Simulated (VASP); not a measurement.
The system is SnO (Romarchite).

```
Sn O
1.0
     3.79860    0.00000    0.00000
     0.00000    3.79860    0.00000
     0.00000    0.00000    4.84080
Sn O
2 2
Cartesian
  1.8993 0.0000 1.1468
  0.0000 1.8993 3.6940
  0.0000 0.0000 0.0000
  1.8993 1.8993 0.0000
```

| Property | Result |
| --- | --- |
| Program | VASP 6.6.1 |
| Task | relaxation of cell and atoms |
| Functional | PBE |
| Dispersion | D3(BJ) |
| Potentials or basis | VASP PAW PBE potentials, release 64 (Sn_d, O) |
| Cutoff | 600 eV |
| k mesh | 8 × 8 × 6 |
| Occupations | gaussian, width 0.03 eV |
| Spin | no spin polarisation |

At the start: pressure 2.8 GPa; volume 17.46 Å³/atom.

Task: How do energy, volume and symmetry change on relaxing?

Result: Over 15 steps the energy falls by 7.0 meV/atom and the volume is 17.39 Å³/atom (-0.4 %); space group P4/nmm (No. 129, to 0.05 Å).

The path:
```tsv
step	energy change (eV)	largest force (eV/Å)	pressure (GPa)	volume (Å³)
1	0.0000	0.5986	2.85	69.85
2	0.0007	0.5050	-2.93	73.04
3	-0.0222	0.0328	-0.21	71.39
4	-0.0222	0.0443	-0.09	71.36
5	-0.0234	0.0545	-0.12	71.24
6	-0.0256	0.0856	-0.12	70.88
7	-0.0239	0.1446	-0.08	70.13
8	-0.0259	0.1072	-0.12	70.66
9	-0.0269	0.0494	-0.19	70.42
10	-0.0275	0.0452	-0.41	69.97
11	-0.0279	0.0041	0.09	69.37
12	-0.0280	0.0122	-0.01	69.50
13	-0.0280	0.0142	-0.05	69.53
14	-0.0280	0.0153	-0.02	69.52
15	-0.0280	0.0041	-0.02	69.55
```

Final structure:
```
Sn O
1.0
     3.83538    0.00000    0.00000
     0.00000    3.83538    0.00000
     0.00000    0.00000    4.72805
Sn O
2 2
Direct
  0.50000 0.00000 0.24596
  0.00000 0.50000 0.75404
  0.00000 0.00000 0.00000
  0.50000 0.50000 0.00000
```

Caveat: pairwise dispersion overbinds metals, which lowers pressure and volume.
